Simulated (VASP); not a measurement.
Given:

```yaml
crystal:
  lattice:
    - [-2.00684, 2.00684, 4.24692]
    - [2.00684, -2.00684, 4.24692]
    - [2.00684, 2.00684, -4.24692]
  atoms:
    - { symbol: Li, position: [0.00000, 0.00000, 0.00000] }
    - { symbol: Ge, position: [0.75000, 0.25000, 0.50000] }
    - { symbol: Ge, position: [0.25000, 0.75000, 0.50000] }
    - { symbol: Ge, position: [0.50000, 0.50000, 0.00000] }
```

All values below come from PBEsol GGA, VASP's PBE PAW potentials (set 64) (plane waves; VASP 6.6.1). Run with 520 eV cut-off, 12×12×12 Γ-centred mesh, tetrahedra with Blöchl corrections, potentials Li_sv Ge_d.

The cores are frozen, which limits the accuracy of field gradients.

Problem. Give the principal components of the electric field gradient (V/Å²) and the asymmetry η at each nucleus.

Solution. 
| atom | Vxx | Vyy | Vzz | η |
|---|---|---|---|---|
| Li1 | 0.0 | 0.0 | 0.0 | - |
| Ge2 | 7.9 | 7.9 | -15.7 | 0.00 |
| Ge3 | 7.9 | 7.9 | -15.7 | 0.00 |
| Ge4 | -24.5 | -24.5 | 49.0 | 0.00 |

The structure comes from a computed database's LiGe3 entry (I4/mmm); how it stands against other phases isn't given here. It was relaxed first, which changed the volume by -6 %.
